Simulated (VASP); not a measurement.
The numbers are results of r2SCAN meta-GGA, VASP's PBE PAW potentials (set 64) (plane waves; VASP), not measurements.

VASP ran on this input.

KPOINTS:
```
Regular mesh
0
Gamma
  12 12 12
0 0 0
```

INCAR:
```
ALGO = Normal
EDIFF = 1E-7
EDIFFG = -0.01
ENCUT = 480
IBRION = 2
ISIF = 3
ISMEAR = 1
LASPH = .TRUE.
LCHARG = .FALSE.
LMAXMIX = 4
LMIXTAU = .TRUE.
LREAL = .FALSE.
LWAVE = .FALSE.
METAGGA = R2SCAN
NELM = 100
NSW = 40
PREC = Accurate
PSTRESS = 150
SIGMA = 0.1
SYSTEM = CoAl
```

File POSCAR:
```
CoAl
1
    2.7605195678    -0.0000000000     0.0000000000
    0.0000000000     2.7605195678     0.0000000000
   -0.0000000000     0.0000000000     2.7605195678
Al Co
1 1
Direct
  0.5000000000   0.5000000000   0.5000000000
  0.0000000000   0.0000000000   0.0000000000
```

POTCAR, in this order: Al Co (PBE.64 set). Program: vasp_std.

What VASP printed:

### OSZICAR
```
       N       E                     dE             d eps       ncg     rms          rms(c)
DAV:   1     0.280535289346E+02    0.28054E+02   -0.53432E+03  1680   0.124E+03
DAV:   2    -0.228906740530E+02   -0.50944E+02   -0.48463E+02  1696   0.200E+02
DAV:   3    -0.242252447844E+02   -0.13346E+01   -0.13262E+01  2014   0.427E+01
DAV:   4    -0.242491434917E+02   -0.23899E-01   -0.23889E-01  2048   0.505E+00
DAV:   5    -0.242499296332E+02   -0.78614E-03   -0.78612E-03  2004   0.907E-01    0.147E+01
DAV:   6    -0.251372958519E+02   -0.88737E+00   -0.73955E+01  1834   0.143E+02    0.168E+01
DAV:   7    -0.209982857213E+02    0.41390E+01   -0.29923E+01  1852   0.823E+01    0.220E+00
DAV:   8    -0.210367495113E+02   -0.38464E-01   -0.34814E-01  1944   0.733E+00    0.209E+00
DAV:   9    -0.210233247267E+02    0.13425E-01   -0.33302E-01  1870   0.102E+01    0.850E-01
DAV:  10    -0.210122520585E+02    0.11073E-01   -0.69569E-02  1860   0.470E+00    0.187E-01
DAV:  11    -0.210149472609E+02   -0.26952E-02   -0.59404E-03  1866   0.131E+00    0.143E-01
DAV:  12    -0.210150985933E+02   -0.15133E-03   -0.51698E-04  1854   0.354E-01    0.310E-02
DAV:  13    -0.210151271144E+02   -0.28521E-04   -0.33969E-05  2254   0.724E-02    0.634E-03
DAV:  14    -0.210151297230E+02   -0.26087E-05   -0.70780E-06  1818   0.408E-02    0.361E-03
DAV:  15    -0.210151302370E+02   -0.51394E-06   -0.63637E-07  1780   0.986E-03    0.136E-03
DAV:  16    -0.210151303098E+02   -0.72842E-07   -0.82129E-08   920   0.470E-03
   1 F= -.19045643E+02 E0= -.19045696E+02  d E =-.190456E+02
```

OUTCAR:
```
------------------------ aborting loop because EDIFF is reached ----------------------------------------
  FORCE on cell =-STRESS in cart. coord.  units (eV):
  Direction    XX          YY          ZZ          XY          YZ          ZX
  --------------------------------------------------------------------------------------
  Total        1.9680232      1.9680232      1.9680232     -0.0000000     -0.0000000      0.0000000
  in kB      149.8884986    149.8884986    149.8884986     -0.0000000     -0.0000000      0.0000000
  external PRESSURE =      -0.1115014 kB  Pullay stress =     150.0000000 kB
  volume of cell :       21.04
      direct lattice vectors                 reciprocal lattice vectors
     2.760519568  0.000000000  0.000000000     0.362250647  0.000000000  0.000000000
     0.000000000  2.760519568  0.000000000     0.000000000  0.362250647  0.000000000
     0.000000000  0.000000000  2.760519568     0.000000000  0.000000000  0.362250647
 POSITION                                       TOTAL-FORCE (eV/Angst)
 -----------------------------------------------------------------------------------
      1.38026      1.38026      1.38026         0.000000      0.000000      0.000000
      0.00000      0.00000      0.00000         0.000000      0.000000      0.000000
 -----------------------------------------------------------------------------------
    total drift:                               -0.000000      0.000000     -0.000000
  FREE ENERGIE OF THE ION-ELECTRON SYSTEM (eV)
  ---------------------------------------------------
  free  energy   TOTEN  =       -21.0151303098 eV

  energy  without entropy=      -21.0152886292  energy(sigma->0) =      -21.01518308
  enthalpy is  TOTEN    =       -19.0456430920 eV   P V=        1.9694872178

 reached required accuracy - stopping structural energy minimisation
```
(Selected blocks of OUTCAR.)

The compound is CoAl in the CsCl type structure. It was relaxed first under an external pressure of 15 GPa. The run is not spin-polarised, so no magnetic state was tried.
